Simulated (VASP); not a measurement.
BAs (zinc blende): the band gap from VASP (plane waves, PAW) at several levels of theory. Gaps are without spin-orbit coupling. Each level names its cell: its own relaxed one, PBE's, or the starting one. A gap is the smallest over the k-mesh and a band path; hybrids may have named points in place of the path, and GW has the mesh alone. mBJ is a potential without an energy functional, so only the levels count.

| level | band gap (eV) | error against measurement (eV) |
|---|---|---|
| LDA (own cell) | 1.10 | -0.72 |
| PBE (own cell) | 1.20 | -0.62 |
| PBEsol (own cell) | 1.08 | -0.74 |
| RPBE (own cell) | 1.26 | -0.56 |
| AM05 (own cell) | 1.11 | -0.71 |
| PBE-D3(BJ) (own cell) | 1.17 | -0.65 |
| PBE-D4 (own cell) | 1.17 | -0.65 |
| optB88-vdW (own cell) | 1.29 | -0.53 |
| rev-vdW-DF2 (own cell) | 1.19 | -0.63 |
| revTPSS (own cell) | 1.08 | -0.74 |
| SCAN (starting cell) | 1.42 | -0.40 |
| r2SCAN (own cell) | 1.38 | -0.44 |
| r2SCAN+rVV10 (starting cell) | 1.34 | -0.48 |
| mBJ (TB09) (PBE cell) | 1.79 | -0.03 |
| HSE06 (PBE cell) | 1.87 | +0.05 |
| HSEsol (PBE cell) | 1.81 | -0.01 |
| PBE0 (PBE cell) | 2.52 | +0.70 |
| B3LYP (PBE cell) | 2.49 | +0.67 |
| Hartree-Fock (PBE cell) | 7.38 | +5.56 |

Measured: 1.82 eV (as given by Wikipedia, List of semiconductor materials).

The cell of the LDA (own cell) run:

```
AsB
1.0
    0.00000     2.37117     2.37117
    2.37117     0.00000     2.37117
    2.37117     2.37117     0.00000
B As
1 1
Cartesian
  0.00000   0.00000   0.00000
  1.18559   1.18559   1.18559
```

Only levels that ran to the end are used. Left out are those held back, those with too coarse a band path, GW runs whose mesh misses a band edge, hybrids' fits of cells that aren't cubic and levels without matching references; a question may draw on a part of the rest.

The compound is BAs in the zinc blende structure.
